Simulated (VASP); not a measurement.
Energy against volume of BN (zinc blende). Calculation: r2SCAN meta-GGA, VASP's PBE PAW potentials (set 64) (plane waves; VASP). Settings: 520 eV cut-off, 12×12×12 Γ-centred mesh, Gaussian smearing of 0.050 eV, potentials B N.

```csv
V (Å³/atom),E (eV/atom)
5.719,-9.57865
5.896,-9.58588
6.073,-9.58012
6.250,-9.56306
```

### Question
Fit these four points and predict the energy of the run at 5.542 Å³/atom.

### Answer
A cubic in V^(−2/3), the third-order Birch-Murnaghan form, passes through the four points with V0 = 5.90 Å³/atom and B0 = 390 GPa, and gives -9.5565 eV/atom there. The run gave -9.5565 eV/atom, +0.0 meV/atom from the fit; all five points give B0 = 390 GPa.

The compound is BN in the zinc blende structure. It was relaxed first.
